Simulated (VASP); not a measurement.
Data:

```yaml
crystal:
  lattice:
    - [0.00000, 3.00248, 3.00248]
    - [3.00248, 0.00000, 3.00248]
    - [3.00248, 3.00248, 0.00000]
  atoms:
    - { symbol: Pb, position: [0.00000, 0.00000, 0.00000] }
    - { symbol: S, position: [0.50000, 0.50000, 0.50000] }
```

These are PBE GGA, VASP's PBE PAW potentials (set 64) (plane waves; VASP) values and carry that method's errors. Run with 520 eV cut-off, 6×6×6 Γ-centred mesh, Gaussian smearing of 0.050 eV, potentials Pb_d S.

Unless said otherwise, spin-orbit coupling is left out, though it shifts the bands of the heavy elements here.

Question: Predict the energy per atom (σ→0), band gap (on the k-mesh) with the smallest direct gap where there is one.

Answer: 
```json
{
  "band gap (on the k-mesh)": "0.49 eV",
  "smallest direct gap (on the k-mesh)": "0.49 eV",
  "energy per atom (σ→0)": "-4.386 eV/atom"
}
```

The absolute energy has meaning only against runs of the same code, potentials and settings.

The compound is PbS in the rock salt structure. It was relaxed first.
